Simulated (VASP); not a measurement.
VASP ran on this input.

File POSCAR:
```
InAs
1
    0.0000000000     3.0159854665     3.0159854665
    3.0159854665     0.0000000000     3.0159854665
    3.0159854665     3.0159854665     0.0000000000
In As
1 1
Direct
  0.0000000000   0.0000000000   0.0000000000
  0.2500000000   0.2500000000   0.2500000000
```

KPOINTS:
```
Automatic mesh
0
Gamma
10 10 10
0 0 0
```

### INCAR
```
SYSTEM = InAs
PREC = Accurate
ENCUT = 400
EDIFF = 1E-8
NELM = 100
ALGO = Normal
LREAL = .FALSE.
LASPH = .TRUE.
ISMEAR = 1
SIGMA = 0.1
LMAXMIX = 4
LWAVE = .FALSE.
LCHARG = .FALSE.
IBRION = 1
ISIF = 2
NSW = 30
EDIFFG = -0.001
```

POTCAR, in this order: In_d As (LDA.64 set). Program: vasp_std.

### Question
Translate this LDA calculation to Quantum ESPRESSO's pw.x.

### Answer
One equivalent input (not run):
```
&CONTROL
  calculation = 'relax'
  pseudo_dir = './pseudo'
  outdir = './out'
  tprnfor = .true.
  tstress = .true.
  nstep = 30
  forc_conv_thr = 3.9e-05
/
&SYSTEM
  ibrav = 0
  nat = 2
  ntyp = 2
  ecutwfc = 80
  occupations = 'smearing'
  smearing = 'methfessel-paxton'
  degauss = 0.00735
  input_dft = 'pz'
/
&ELECTRONS
  conv_thr = 7.3e-10
  electron_maxstep = 100
/
&IONS
/
ATOMIC_SPECIES
  In 114.818 In.upf
  As 74.922 As.upf
CELL_PARAMETERS angstrom
     0.0000000    3.0159855    3.0159855
     3.0159855    0.0000000    3.0159855
     3.0159855    3.0159855    0.0000000
ATOMIC_POSITIONS crystal
  In   0.0000000  0.0000000  0.0000000
  As   0.2500000  0.2500000  0.2500000
K_POINTS automatic
  10 10 10 0 0 0
```
Limits of the translation: the potentials are each code's own (VASP's PAW set, PseudoDojo norm-conserving files in pw.x), so ENCUT and ecutwfc are chosen apart and not converted; conv_thr bounds pw.x's estimated SCF error, while EDIFF bounds the energy change between steps; forc_conv_thr acts on force components and is met together with etot_conv_thr.

The compound is InAs in the zinc blende structure. It was relaxed first. The start is the result of an earlier pass.
